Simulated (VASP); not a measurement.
```
CsI
1.0
    4.66878     0.00000     0.00000
    0.00000     4.66878     0.00000
    0.00000     0.00000     4.66878
Cs I
1 1
Cartesian
  0.00000   0.00000   0.00000
  2.33439   2.33439   2.33439
```

The numbers are results of PBE GGA, VASP's PBE PAW potentials (set 64) (plane waves; VASP 6.6.1), not measurements. Numerical set-up: 480 eV cut-off, 6×6×6 Γ-centred mesh, Gaussian smearing of 0.050 eV, potentials Cs_sv I.

Energy and stress use the plane-wave basis of the starting cell.

### Question
The ions, cell shape and volume at an external pressure of 5.0 GPa are relaxed. Which structure does the run end with?

### Answer

```
CsI
1.0
    4.28329     0.00000     0.00000
    0.00000     4.28329     0.00000
    0.00000     0.00000     4.28329
Cs I
1 1
Direct
  0.00000   0.00000   0.00000
  0.50000   0.50000   0.50000
```
Space group Pm-3m (221), at a tolerance of 0.03 Å.

### Question
How do energy and volume change from the first to the last step?

### Answer
The energy (σ→0) changes by +138.7 meV/atom and the volume by -22.8 %, in 3 ionic steps.

The compound is CsI in the CsCl type structure. This run relaxes it under an external pressure of 5 GPa. Symmetry was kept, so distortions that lower it aren't found.
